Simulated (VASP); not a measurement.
Level of theory: PBE GGA, VASP's PBE PAW potentials (set 64) (plane waves; VASP).

VASP ran on this input.

INCAR:
```
SYSTEM = MnS
PREC = Accurate; ENCUT = 520; LREAL = .FALSE.
LASPH = .TRUE.
EDIFF = 1E-7; NELM = 100; ALGO = Normal
LMAXMIX = 4
ISMEAR = 0; SIGMA = 0.05
GGA = PE
MAGMOM = 4.1 -4.1 2*0.0
ISPIN = 2
IBRION = 2; NSW = 30; ISIF = 4
EDIFFG = -0.01
LWAVE = .FALSE.; LCHARG = .FALSE.; LORBIT = 10
```

**POSCAR**
```
MnS
1.0
  5.0233216387   2.5056859915   2.5056859915
  2.5056859915   5.0233216387   2.5056859915
  2.5056859915   2.5056859915   5.0233216387
Mn S
2 2
Direct
  0.0000000000   0.0000000000   0.0000000000
  0.5000000000   0.5000000000   0.5000000000
  0.2500000000   0.2500000000   0.2500000000
  0.7500000000   0.7500000000   0.7500000000
```

File KPOINTS:
```
Automatic mesh
0
Gamma
7 7 7
0 0 0
```

POTCAR, in this order: Mn_pv S (PBE.64 set). Program: vasp_std.

Q: What will the output report for the number of irreducible k-points (NKPTS), largest plane-wave count, number of space-group operations, FFT grid (NGX, NGY, NGZ)?

A: 
- number of irreducible k-points (NKPTS) = 44
- largest plane-wave count = 1740
- number of space-group operations = 12
- FFT grid (NGX, NGY, NGZ) = 48 × 48 × 48

The compound is MnS in the rock salt, AFM-II order structure. This cell is one point of a volume scan, at 0.94 of the reference volume. Symmetry was kept, so distortions that lower it aren't found.
